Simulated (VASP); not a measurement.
Input:

```
Cd2SeTe
1.0
    2.26492     1.30765     7.37898
   -2.26492     1.30765     7.37898
    0.00000    -2.61530     7.37898
Cd Te Se
2 1 1
Cartesian
  0.00000   0.00000   0.11136
  0.00000   0.00000  10.95887
  0.00000   0.00000  13.81373
  0.00000   0.00000   2.78730
```

Computed with modified Becke-Johnson potential (mBJ) with spin-orbit coupling, VASP's PBE PAW potentials (set 64) (plane waves; VASP). Numerical set-up: 400 eV cut-off, 4×4×4 Γ-centred mesh, Gaussian smearing of 0.050 eV, potentials Cd Te Se.

mBJ is a potential without an energy functional, so only the levels count.

Problem. Estimate the band gap (over mesh and band path) with the smallest direct gap where there is one.

Solution. 
```json
{
 "band gap (over mesh and band path)": "1.09 eV",
 "smallest direct gap (over mesh and band path)": "1.09 eV"
}
```

The structure comes from a computed database's Cd2TeSe entry (R3m); how it stands against other phases isn't given here. It was relaxed first. The cell's shape comes from a PBE relaxation.
